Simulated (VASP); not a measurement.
Given:

```
WS2
1.0
    3.14755     0.00000     0.00000
   -1.57378     2.72586     0.00000
    0.00000     0.00000    12.63550
W S
2 4
Direct
  0.66667   0.33333   0.75000
  0.33333   0.66667   0.25000
  0.66667   0.33333   0.37406
  0.33333   0.66667   0.87406
  0.33333   0.66667   0.62594
  0.66667   0.33333   0.12594
```

Method: PBEsol GGA, VASP's PBE PAW potentials (set 64) (plane waves; VASP). Settings: 480 eV cut-off, 7×7×2 Γ-centred mesh, Gaussian smearing of 0.050 eV, potentials W_sv S.

Without a dispersion term in the relaxation, distances and binding between the weakly bound layers, chains or molecules are unreliable, and so is what depends on them.

### Question
Estimate the energy per atom (σ→0).

### Answer

```
Property                               Result
---------------------  ----------------------
energy per atom (σ→0)  -813.0 kJ/mol of atoms
```

The absolute energy has meaning only against runs of the same code, potentials and settings.

The compound is WS2 in the 2H layered structure. It was relaxed first. The start is the result of an earlier pass.
